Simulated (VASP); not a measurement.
GaAs:

```
CELL_PARAMETERS angstrom
0.00000 2.86370 2.86370
2.86370 0.00000 2.86370
2.86370 2.86370 0.00000
ATOMIC_POSITIONS crystal
Ga 0.00000 0.00000 0.00000
As 0.25000 0.25000 0.25000
```

The cell was built by a generator and isn't the measured one.

Base run:

```yaml
Program: VASP 6.6.1
Functional: r2SCAN
Potentials_or_basis: VASP PAW PBE potentials, release 64 (Ga_d, As)
Cutoff: 520 eV
k_mesh: 8 × 8 × 8
Occupations: gaussian, width 0.02 eV
Spin: non-collinear spin, zero start, spin-orbit coupling
Starting_moments: "[[0.0, 0.0, 0.0], [0.0, 0.0, 0.0]] μB"
```

Its results: pressure -2.1 GPa; net moment 0.00 μB per cell.

The run is repeated on the same cell with these changes: functional from r2SCAN to LDA; potentials or basis from VASP PAW PBE potentials, release 64 (Ga_d, As) to VASP PAW LDA potentials, release 64 (Ga_d, As). What comes out?

Pressure -3.9 GPa; net moment 0.00 μB per cell.

Caveats: the PAW data sets were made with another functional, which shifts forces and pressure a little (some runs).
